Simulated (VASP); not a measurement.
Consider the following.

```
CdS
1.0
    0.00000     2.72527     2.72527
    2.72527     0.00000     2.72527
    2.72527     2.72527     0.00000
Cd S
1 1
Direct
  0.00000   0.00000   0.00000
  0.50000   0.50000   0.50000
```

Computed with r2SCAN meta-GGA, VASP's PBE PAW potentials (set 64) (plane waves; VASP 6.6.1). Run with 400 eV cut-off, 9×9×9 Γ-centred mesh, tetrahedra with Blöchl corrections, potentials Cd S.

Question: Give the energies of bands 6 to 11 at the high-symmetry points, in eV from the valence-band maximum.

Answer: 
```json
[
 {"band": "6", "Γ": "-7.86", "X": "-6.85", "U": "-7.16", "L": "-7.65", "W": "-7.05"},
 {"band": "7", "Γ": "-0.77", "X": "-4.37", "U": "-3.75", "L": "-4.93", "W": "-3.31"},
 {"band": "8", "Γ": "-0.77", "X": "-2.21", "U": "-3.55", "L": "0.00", "W": "-3.31"},
 {"band": "9", "Γ": "-0.77", "X": "-2.21", "U": "-1.44", "L": "0.00", "W": "-2.82"},
 {"band": "10", "Γ": "1.59", "X": "0.73", "U": "2.58", "L": "4.05", "W": "3.88"},
 {"band": "11", "Γ": "9.73", "X": "6.41", "U": "7.12", "L": "6.45", "W": "7.42"}
]
```

The gap is indirect, 0.73 eV, from the valence maximum at K-Γ at 0.44 to the conduction minimum at X.

The structure was generated: CdS was put into the rock salt type (Fm-3m), which need not be its known phase. It was relaxed first.
